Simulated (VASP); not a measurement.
Zn4H:

```
Zn H
1.0
     3.89723    0.00000    0.00000
     0.00000    3.89723    0.00000
     0.00000    0.00000    3.89723
Zn H
4 1
Cartesian
  0.0000 1.9486 1.9486
  1.9486 1.9486 0.0000
  1.9486 0.0000 1.9486
  0.0000 0.0000 0.0000
  1.9486 1.9486 1.9486
```

The cell was built by a generator and needn't be a form met in nature.

```yaml
Program: VASP 6.6.1
Task: relaxation of cell and atoms
Functional: RPBE
Potentials_or_basis: VASP PAW PBE potentials, release 64 (Zn, H)
Cutoff: 600 eV
k_mesh: 7 × 7 × 7
Occupations: gaussian, width 0.05 eV
Spin: no spin polarisation
```

At the start: pressure 13.3 GPa; volume 11.84 Å³/atom.

How do energy, volume and symmetry change on relaxing?

Over 4 steps the energy falls by 73.7 meV/atom and the volume is 13.94 Å³/atom (+17.7 %); space group Pm-3m (No. 221, to 0.05 Å).

Step by step:
| step | energy change (eV) | largest force (eV/Å) | pressure (GPa) | volume (Å³) |
| --- | --- | --- | --- | --- |
| 1 | 0.0000 | 0.0000 | 13.29 | 59.19 |
| 2 | -0.3608 | 0.0000 | 1.48 | 68.01 |
| 3 | -0.3673 | 0.0000 | -0.52 | 70.30 |
| 4 | -0.3683 | 0.0000 | -0.01 | 69.68 |

Final structure:
```cif
data_structure
_symmetry_space_group_name_H-M 'P 1'
_symmetry_Int_Tables_number 1
_cell_length_a 4.1151
_cell_length_b 4.1151
_cell_length_c 4.1151
_cell_angle_alpha 90.000
_cell_angle_beta 90.000
_cell_angle_gamma 90.000
_cell_volume 69.68
loop_
_atom_site_label
_atom_site_type_symbol
_atom_site_fract_x
_atom_site_fract_y
_atom_site_fract_z
_atom_site_occupancy
Zn1 Zn 0.00000 0.50000 0.50000 1
Zn2 Zn 0.50000 0.50000 0.00000 1
Zn3 Zn 0.50000 0.00000 0.50000 1
Zn4 Zn 0.00000 0.00000 0.00000 1
H1 H 0.50000 0.50000 0.50000 1
```

Caveat: the volume moved by over 15 % at a fixed basis, so the end points are rough; the PAW data sets were made with another functional, which shifts forces and pressure a little.
